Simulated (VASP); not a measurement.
OSZICAR of a VASP run on SrCl2 (fluorite):

### OSZICAR
```
       N       E                     dE             d eps       ncg     rms          rms(c)
DAV:   1     0.130647283923E+03    0.13065E+03   -0.10143E+04   320   0.111E+03
DAV:   2    -0.708759888075E+01   -0.13773E+03   -0.13374E+03   416   0.229E+02
DAV:   3    -0.141285313955E+02   -0.70409E+01   -0.70362E+01   424   0.572E+01
DAV:   4    -0.143846169697E+02   -0.25609E+00   -0.25604E+00   536   0.922E+00
DAV:   5    -0.143877071974E+02   -0.30902E-02   -0.30902E-02   448   0.894E-01    0.165E+01
DAV:   6    -0.141115739458E+02    0.27613E+00   -0.65645E-01   376   0.459E+00    0.106E+01
DAV:   7    -0.140820875903E+02    0.29486E-01   -0.37001E-01   432   0.377E+00    0.138E+00
DAV:   8    -0.140753640968E+02    0.67235E-02   -0.61534E-02   400   0.142E+00    0.290E-01
DAV:   9    -0.140757433642E+02   -0.37927E-03   -0.18029E-03   432   0.281E-01    0.109E-01
DAV:  10    -0.140759092373E+02   -0.16587E-03   -0.17453E-04   440   0.857E-02    0.272E-02
DAV:  11    -0.140759334004E+02   -0.24163E-04   -0.29729E-05   480   0.337E-02    0.148E-02
DAV:  12    -0.140759341903E+02   -0.78989E-06   -0.49310E-06   440   0.127E-02
   1 F= -.14075934E+02 E0= -.14075934E+02  d E =-.140759E+02
```

### Question
Which electronic solver shows in the log?

### Answer
It is blocked Davidson (ALGO = Normal, or the opening steps of other solvers). The INCAR had ALGO = Normal.

### Question
Can the final energy be trusted as converged?

### Answer
The calculation finished and met its thresholds. It stopped with EDIFF = 1E-6, NELM = 100, NSW = 60 and EDIFFG = -0.02 after 1 ionic step (LDA (Ceperley-Alder, Perdew-Zunger), plane waves, VASP's LDA PAW potentials (set 64)).

The compound is SrCl2 in the fluorite structure. It was relaxed first, which changed the volume by -7 %. The start is the result of an earlier pass.
